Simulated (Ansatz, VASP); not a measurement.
# TaAl20 (S5(210) boundary in fcc Al with Ta (substitutional)): VASP beside Ansatz, part 2 of 3

Wanted: the spread between two codes on one cell, functional and k mesh. Of the first pair: The structure shown is the start of the Ansatz relaxation below; VASP solves that cell, so the two are compared at the walk's first step.

VASP 6.6.1 and Ansatz 0.2.0.

So far: The structure; Ansatz: relaxation, PBE.

**3. VASP: single point, PBE, start cell, pair 1**

Level of this step: PBE; plane waves and PAW (Al, Ta_pv) (VASP).

The same cell, functional, mesh and smearing now go to VASP, with its own data sets.

Lines of VASP's logs that name or quote its potential files are left out, and so is its time.

INCAR reads:

```
SYSTEM = TaAl20
PREC = Accurate
ENCUT = 400
EDIFF = 1E-06
NELM = 120
ISMEAR = -1
SIGMA = 0.1
LREAL = .FALSE.
ALGO = Normal
GGA = PE
NBANDS = 56
LASPH = .TRUE.
LORBIT = 11
LWAVE = .FALSE.
LCHARG = .FALSE.
ISIF = 2
GGA_COMPAT = .FALSE.
KPAR = 4
```

POSCAR reads:

```
TaAl20
1.0
    4.9577304970      0.0000000000      0.0000000000
    1.6525768323      3.6952741352      0.0000000000
    0.0000000000      0.0000000000     30.0082257911
Al Ta
20 1
Direct
    0.5999999742      0.7000000129      0.1666209804
    0.2000000026      0.3999999987      0.1967845097
    0.8000000210      0.0999999895      0.2269480058
    0.4000000954      0.7999999523      0.2571115351
    0.0000000236      0.4999999882      0.2872750312
    0.6000000520      0.1999999740      0.3174385606
    0.1999999248      0.9000000376      0.3476020899
    0.7999999432      0.6000000284      0.3777655860
    0.3999999716      0.3000000142      0.4079291153
    0.7999999432      0.6000000284      0.4984196701
    0.1999999248      0.9000000376      0.5285831662
    0.6000000520      0.1999999740      0.5587466955
    0.0000000236      0.4999999882      0.5889102249
    0.4000000954      0.7999999523      0.6190737210
    0.8000000210      0.0999999895      0.6492372503
    0.2000000026      0.3999999987      0.6794007464
    0.5999999742      0.7000000129      0.7095642757
    0.9999998998      0.0000000501      0.7397278051
    0.3999999716      0.3000000142      0.7698913012
    0.7999999432      0.6000000284      0.8000548305
    0.0000000000      0.0000000000      0.4380926114
```

KPOINTS reads:

```
Automatic mesh
0
Gamma
6 6 1
0 0 0
```

The projector-augmented-wave data sets are Al and Ta_pv (PBE family, release 64).

The run is started by

```sh
> mpirun -np 4 vasp_std
```

Numbers of over 12 decimals in the logs are rounded to 6 here.

Log:

```text
[banner, memory and clock lines left out]
running    4 mpi-ranks, on    1 nodes
 distrk:  each k-point on    1 cores,    4 groups
 distr:  one band on    1 cores,    1 groups

 POSCAR found type information on POSCAR AlTa
 POSCAR found :  2 types and      21 ions
|                                                                             |
|               ----> ADVICE to this user running VASP <----                  |
|                                                                             |
|     You have a (more or less) 'large supercell' and for larger cells it     |
|     might be more efficient to use real-space projection operators.         |
|     Therefore, try LREAL= Auto in the INCAR file.                           |
|     Mind: For very accurate calculation, you might also keep the            |
|     reciprocal projection scheme (i.e. LREAL=.FALSE.).                      |
|                                                                             |

 LDA part: xc-table for (Slater+PW92), standard interpolation
 POSCAR, INCAR and KPOINTS ok, starting setup
 FFT: planning ... GRIDC
 FFT: planning ... GRID_SOFT
 FFT: planning ... GRID
 WAVECAR not read
 entering main loop
       N       E                     dE             d eps       ncg     rms          rms(c)
DAV:   1     0.127970033841E+03    0.12797E+03   -0.22621E+04  1632   0.801E+02
DAV:   2    -0.732248748606E+02   -0.20119E+03   -0.18868E+03  1728   0.146E+02
DAV:   3    -0.859080412934E+02   -0.12683E+02   -0.12068E+02  2096   0.308E+01
DAV:   4    -0.864670831376E+02   -0.55904E+00   -0.55472E+00  2288   0.673E+00
DAV:   5    -0.864857125874E+02   -0.18629E-01   -0.18617E-01  2184   0.119E+00    0.116E+01
DAV:   6    -0.867004707383E+02   -0.21476E+00   -0.26104E+01  1760   0.135E+01    0.729E+00
DAV:   7    -0.951509416735E+02   -0.84505E+01   -0.68197E+01  2048   0.218E+01    0.871E+00
DAV:   8    -0.850553182147E+02    0.10096E+02   -0.50593E+01  2096   0.183E+01    0.508E+00
DAV:   9    -0.850195221239E+02    0.35796E-01   -0.10697E+01  2024   0.118E+01    0.524E+00
DAV:  10    -0.832175262850E+02    0.18020E+01   -0.41657E+00  1888   0.655E+00    0.150E+00
DAV:  11    -0.832001953599E+02    0.17331E-01   -0.68275E-01  1752   0.251E+00    0.789E-01
DAV:  12    -0.832020207814E+02   -0.18254E-02   -0.69298E-02  1936   0.842E-01    0.482E-01
DAV:  13    -0.831984228683E+02    0.35979E-02   -0.63493E-03  2032   0.258E-01    0.383E-01
DAV:  14    -0.831948540254E+02    0.35688E-02   -0.23456E-03  1800   0.150E-01    0.161E-01
[...]
DAV:  18    -0.831926386014E+02   -0.21624E-03   -0.12663E-04  1856   0.243E-02    0.166E-02
DAV:  19    -0.831930946683E+02   -0.45607E-03   -0.44131E-05  1784   0.170E-02    0.961E-03
DAV:  20    -0.831934619692E+02   -0.36730E-03   -0.38459E-05  1672   0.126E-02    0.623E-03
DAV:  21    -0.831935228287E+02   -0.60860E-04   -0.39797E-06  1648   0.536E-03    0.333E-03
DAV:  22    -0.831935811891E+02   -0.58360E-04   -0.45914E-06  1440   0.407E-03    0.188E-03
DAV:  23    -0.831935863175E+02   -0.51284E-05   -0.27746E-07  1328   0.157E-03    0.115E-03
DAV:  24    -0.831935911012E+02   -0.47838E-05   -0.75376E-07  1336   0.139E-03    0.505E-04
DAV:  25    -0.831935913701E+02   -0.26889E-06   -0.63351E-08  1184   0.759E-04
   1 F= -.83193591E+02 E0= -.83018593E+02  d E =-.349996E+00
```

OUTCAR, selected parts (step 3):

```text
ion  position               nearest neighbor table
   1  0.600  0.700  0.167-   3 2.86   3 2.86   4 2.86   2 2.86   2 2.86   2 2.86
   2  0.200  0.400  0.197-   5 2.86   3 2.86   3 2.86   3 2.86   4 2.86   4 2.86   1 2.86   1 2.86
                             1 2.86
   3  0.800  0.100  0.227-   2 2.86   2 2.86   5 2.86   5 2.86   2 2.86   4 2.86   4 2.86   1 2.86
                             1 2.86   6 2.86   4 2.86
   4  0.400  0.800  0.257-   5 2.86   6 2.86   6 2.86   3 2.86   3 2.86   1 2.86   2 2.86   2 2.86
                             5 2.86   5 2.86   7 2.86   3 2.86
   5  0.000  0.500  0.287-   2 2.86   4 2.86   3 2.86   3 2.86   4 2.86   4 2.86   6 2.86   6 2.86
                             6 2.86   8 2.86   7 2.86   7 2.86
   6  0.600  0.200  0.317-   7 2.86   8 2.86   8 2.86   4 2.86   4 2.86   5 2.86   5 2.86   3 2.86
                             5 2.86   9 2.86   7 2.86   7 2.86
   7  0.200  0.900  0.348-  21 2.86   6 2.86   8 2.86   8 2.86   8 2.86   9 2.86   9 2.86   5 2.86
                             5 2.86   4 2.86   6 2.86   6 2.86
   8  0.800  0.600  0.378-   6 2.86   6 2.86   7 2.86   7 2.86   7 2.86  21 2.86  21 2.86   9 2.86
                             9 2.86   9 2.86   5 2.86
   9  0.400  0.300  0.408-  21 2.86  21 2.86   7 2.86   7 2.86  21 2.86   8 2.86   8 2.86   8 2.86
                             6 2.86
  10  0.800  0.600  0.498-  12 2.86  12 2.86  11 2.86  11 2.86  11 2.86  13 2.86  21 2.86  21 2.86

  LATTYP: Found a base centered orthorhombic cell.
 ALAT       =     4.0479700000
 B/A-ratio  =     2.2360679775
 C/A-ratio  =     7.4131541961

 Subroutine GETGRP returns: Found  2 space group operations
 (whereof  2 operations were pure point group operations)

The static configuration has the point symmetry C_1h.

 Found     13 irreducible k-points:

   k-points           NKPTS =     13   k-points in BZ     NKDIM =     13   number of bands    NBANDS=     56

   dimension x,y,z NGX =    32 NGY =   28 NGZ =  196
   dimension x,y,z NGXF=    64 NGYF=   56 NGZF=  392

   ENCUT  =  400.0 eV  29.40 Ry    5.42 a.u.   8.08  6.60 48.94*2*pi/ulx,y,z

   NELECT =      71.0000    total number of electrons

 k-points in reciprocal lattice and weights: Automatic mesh
   0.00000000  0.00000000  0.00000000       0.028
   0.16666667  0.00000000  0.00000000       0.056
   0.33333333 -0.00000000  0.00000000       0.056
   0.50000000  0.00000000  0.00000000       0.028
   0.00000000  0.16666667  0.00000000       0.111
   0.33333333  0.16666667  0.00000000       0.111
   0.50000000  0.16666667  0.00000000       0.111
   0.00000000  0.33333333  0.00000000       0.111
   0.16666667  0.33333333  0.00000000       0.056
   0.50000000  0.33333333  0.00000000       0.111
  -0.33333333  0.33333333  0.00000000       0.056
   0.00000000  0.50000000  0.00000000       0.056
   0.16666667  0.50000000  0.00000000       0.111

 average (electrostatic) potential at core
       1 -77.1900       2 -77.2752       3 -77.1727       4 -77.1479       5 -77.1240
       6 -77.1711       7 -77.0103       8 -76.9376       9 -76.7435      10 -76.8862
      11 -76.9692      12 -77.1958      13 -77.1382      14 -77.1282      15 -77.1268
      16 -77.1717      17 -77.1170      18 -77.1540      19 -77.2313      20 -77.1273
      21 -39.4776

 E-fermi :   3.4732

 k-point     1 :       0.0000    0.0000    0.0000
  band No.  band energies     occupation
    ...
     31       2.7940      1.99776
     32       2.9229      1.99189
     33       3.0783      1.96218
     34       3.4573      1.07949
     35       3.4721      1.00551
     36       3.5985      0.44429
     37       3.6545      0.28054
     38       3.7865      0.08350
     39       4.0285      0.00772
     40       4.0466      0.00645
    ...

 k-point     2 :       0.1667    0.0000    0.0000
  band No.  band energies     occupation
    ...
     30       2.9788      1.98584
     31       3.0031      1.98199
     32       3.0150      1.97974
     33       3.2354      1.83022
     34       3.4148      1.28375
     35       3.6685      0.24844
     36       3.7267      0.14685
     37       3.8814      0.03319
     38       4.0046      0.00980
     39       4.0554      0.00591
    ...

 k-point     3 :       0.3333   -0.0000    0.0000
  band No.  band energies     occupation
    ...
     29       2.5589      1.99979
     30       2.8039      1.99752
     31       3.0697      1.96524
     32       3.4277      1.22354
     33       3.5009      0.86253
     34       3.6043      0.42466
     35       3.8259      0.05709
     36       3.8422      0.04871
     37       4.1343      0.00269
     38       4.5707      0.00003
    ...

  Total       -6.7321491     -8.3266131     -4.4863778     -0.8913325      0.0421217     -0.0941870
  in kB      -19.6197925    -24.2666078    -13.0748445     -2.5976487      0.1227570     -0.2744933
  external PRESSURE =     -18.9870816 kB  Pullay stress =       0.0000000 kB

  energy-cutoff  :      400.00
  volume of cell :      549.76
      direct lattice vectors                 reciprocal lattice vectors
     4.957730497  0.000000000  0.000000000     0.201705196 -0.090205306  0.000000000
     1.652576832  3.695274135  0.000000000     0.000000000  0.270615917  0.000000000
     0.000000000  0.000000000 30.008225791     0.000000000  0.000000000  0.033324196

 POSITION                                       TOTAL-FORCE (eV/Angst)
 -----------------------------------------------------------------------------------
      4.13144      2.58669      5.00000        -0.119741      0.053550      0.269178
      1.65258      1.47811      5.90515         0.022380     -0.010009     -0.204815
      4.13144      0.36953      6.81031        -0.028374      0.012689     -0.024507
      3.30515      2.95622      7.71546        -0.111784      0.049991     -0.071244
      0.82629      1.84764      8.62061         0.022431     -0.010032      0.068714
      3.30515      0.73905      9.52577         0.008070     -0.003609      0.014208
      2.47886      3.32575     10.43092         0.117824     -0.052693      0.157969
      4.95773      2.21716     11.33608        -0.123967      0.055440      0.506367
      2.47887      1.10858     12.24123         0.371319     -0.166059      0.630182
      4.95773      2.21716     14.95669        -0.114551      0.051229     -0.578929
      2.47886      3.32575     15.86184        -0.052793      0.023610     -0.346229
      3.30515      0.73905     16.76700         0.076431     -0.034181     -0.133092
      0.82629      1.84764     17.67215        -0.015247      0.006819     -0.047650
      3.30515      2.95622     18.57730         0.007405     -0.003312      0.092991
      4.13144      0.36953     19.48246         0.015845     -0.007086     -0.000328
      1.65258      1.47811     20.38761         0.015355     -0.006867     -0.108251
      4.13144      2.58669     21.29276        -0.006075      0.002717      0.005156
      4.95773      0.00000     22.19792        -0.011418      0.005106      0.088871
      2.47887      1.10858     23.10307        -0.011822      0.005287      0.319869
      4.95773      2.21716     24.00823        -0.089314      0.039943     -0.279790
      0.00000      0.00000     13.14638         0.028025     -0.012533     -0.358673
 -----------------------------------------------------------------------------------
    total drift:                                0.000028     -0.000007      0.000351

  FREE ENERGIE OF THE ION-ELECTRON SYSTEM (eV)
  ---------------------------------------------------
  free  energy   TOTEN  =       -83.1935913701 eV

  energy  without entropy=      -82.8435955512  energy(sigma->0) =      -83.01859346

 total charge
# of ion       s       p       d       tot
------------------------------------------
    1        0.500   0.262   0.000   0.762
    2        0.446   0.308   0.000   0.753
    3        0.441   0.327   0.000   0.768
    4        0.425   0.344   0.000   0.769
    5        0.434   0.338   0.000   0.772
    6        0.431   0.337   0.000   0.768
    7        0.415   0.358   0.000   0.773
    8        0.428   0.342   0.000   0.770
    9        0.434   0.342   0.000   0.775
   10        0.441   0.325   0.000   0.766
   11        0.436   0.336   0.000   0.772
   12        0.443   0.321   0.000   0.764
   13        0.427   0.340   0.000   0.767
   14        0.435   0.335   0.000   0.770
   15        0.430   0.338   0.000   0.769
   16        0.434   0.332   0.000   0.767
   17        0.426   0.344   0.000   0.770
   18        0.440   0.327   0.000   0.767
   19        0.444   0.310   0.000   0.754
   20        0.501   0.262   0.000   0.763
   21        0.326   6.081   2.320   8.727
--------------------------------------------------
tot          9.138  12.609   2.320  24.067

[... 3 further parts left out ...]
```

This run has no spin polarisation. Its electron count is odd, so without a moment it is a metal by construction.

**4. Comparison**

Known differences besides the potentials themselves: the data sets hold 73 valence electrons in Ansatz (on its PAW soft_1 files) and 71 in VASP; the cutoff is 420 eV in Ansatz and 400 eV in VASP. Total energies have different zeros and are not compared.

Forces on 8 of the 21 atoms, those with the largest forces and the largest differences (eV/Å; atoms numbered as in POSCAR):

| atom | Ansatz x, y, z | VASP x, y, z |
| --- | --- | --- |
| Al1 | -0.119, 0.053, 0.269 | -0.120, 0.054, 0.269 |
| Al7 | 0.116, -0.052, 0.159 | 0.118, -0.053, 0.158 |
| Al8 | -0.123, 0.055, 0.508 | -0.124, 0.055, 0.506 |
| Al9 | 0.371, -0.166, 0.629 | 0.371, -0.166, 0.630 |
| Al10 | -0.114, 0.051, -0.579 | -0.115, 0.051, -0.579 |
| Al11 | -0.055, 0.024, -0.347 | -0.053, 0.024, -0.346 |
| Al19 | -0.011, 0.005, 0.319 | -0.012, 0.005, 0.320 |
| Ta21 | 0.029, -0.013, -0.358 | 0.028, -0.013, -0.359 |

The forces differ by 0.6 meV/Å r.m.s., which is 0.4 % of the r.m.s. force of 0.173 eV/Å (both taken over all components).

**5. Ansatz: relaxation, PBE**

This run makes the geometry at which the two programs are then compared.

The structure compared here is the end of the Ansatz relaxation.

input.yaml reads:

```yaml
crystal:
  lattice:
    - [4.957730497, 0.0, 0.0]
    - [1.6525768323, 3.6952741352, 0.0]
    - [0.0, 0.0, 30.0082257911]
  atoms:
    - { symbol: Al, position: [0.6, 0.7000000001, 0.1666209804] }
    - { symbol: Al, position: [0.2, 0.4000000001, 0.1967844967] }
    - { symbol: Al, position: [0.8, 0.1000000001, 0.226948013] }
    - { symbol: Al, position: [0.4, 0.8000000001, 0.2571115294] }
    - { symbol: Al, position: [1.0, 0.5000000001, 0.2872750457] }
    - { symbol: Al, position: [0.6, 0.2, 0.3174385621] }
    - { symbol: Al, position: [0.2, 0.9, 0.3476020784] }
    - { symbol: Al, position: [0.8, 0.6, 0.3777655948] }
    - { symbol: Al, position: [0.4, 0.3, 0.4079291111] }
    - { symbol: Ta, position: [0.0, 0.0, 0.4380926274] }
    - { symbol: Al, position: [0.8, 0.6, 0.4984196601] }
    - { symbol: Al, position: [0.2, 0.9, 0.5285831765] }
    - { symbol: Al, position: [0.6, 0.2, 0.5587466928] }
    - { symbol: Al, position: [1.0, 0.5000000001, 0.5889102092] }
    - { symbol: Al, position: [0.4, 0.8000000001, 0.6190737255] }
    - { symbol: Al, position: [0.8, 0.1000000001, 0.6492372419] }
    - { symbol: Al, position: [0.2, 0.4000000001, 0.6794007582] }
    - { symbol: Al, position: [0.6, 0.7000000001, 0.7095642745] }
    - { symbol: Al, position: [1.0, 1.0e-10, 0.7397277909] }
    - { symbol: Al, position: [0.4, 0.3000000001, 0.7698913072] }
    - { symbol: Al, position: [0.8, 0.6000000001, 0.8000548236] }
kpoints:
  mp_grid: { grid: [6, 6, 1] }
hamiltonian:
  xc: pbe
  pseudopotentials: { kind: paw, azcp: { folder: soft_1 } }
scf:
  occupations: { method: fermi_dirac, width: 0.1 }
relax:
  f_tol: 0.03
  max_steps: 80
  constraints: [{ sites: [0, 1, 2, 3] }]
```

The run is started by

```sh
> ansatz run input.yaml --threads 4 --pin off --max-ram 15360MiB --backend cpu --events-out ev --progress --plain --runs-dir out
```

Log:

```text
[...]
Crystal: 21 atoms, lattice volume = 549.756 Å³
Basis set: ecut = 420 eV, 10749 PW (Γ), exchange–correlation on 72×60×432 points (8 copies of the dense FFT grid, shifted against one another)
Bands: 58, of which v1, the nominal top of the filled ones, is band 37 counted from 1 (36 counted from 0)
Symmetry: 2 space group operations
[...]
k-points: 13 of 36 (time reversal used)
[...]
- { symbol: Al, position: [0.623837, 0.188081, 0.317999] }
    - { symbol: Al, position: [0.239653, 0.880174, 0.348483] }
    - { symbol: Al, position: [0.847369, 0.576316, 0.377136] }
[...]
- { symbol: Ta, position: [0.030163, -0.015082, 0.436013] }
[...]
- { symbol: Al, position: [0.605110, 0.697445, 0.696914] }
    - { symbol: Al, position: [1.001618, -0.000809123, 0.726468] }
    - { symbol: Al, position: [0.389708, 0.305146, 0.761473] }
    - { symbol: Al, position: [0.783238, 0.608381, 0.784158] }
[key lines of the parts left out:]
SCF converged after 3 iterations
Free energy (F): -20680.618372 eV
Fermi energy:    3.821944 eV
```

[end of part 2 of 3]

[Lines on the potential files, build, host, timing and source positions are cut from VASP's logs without a mark.]

[Logs are printed without paths, hosts, clocks, repeated set-up lines and the standing remarks that a program may print on its own settings, such as how far it seeks lower states.]

[Hosts, paths, dates, database ids (printed as entryN), source tags and the programs' standing remarks are cut or masked in the printed files.]
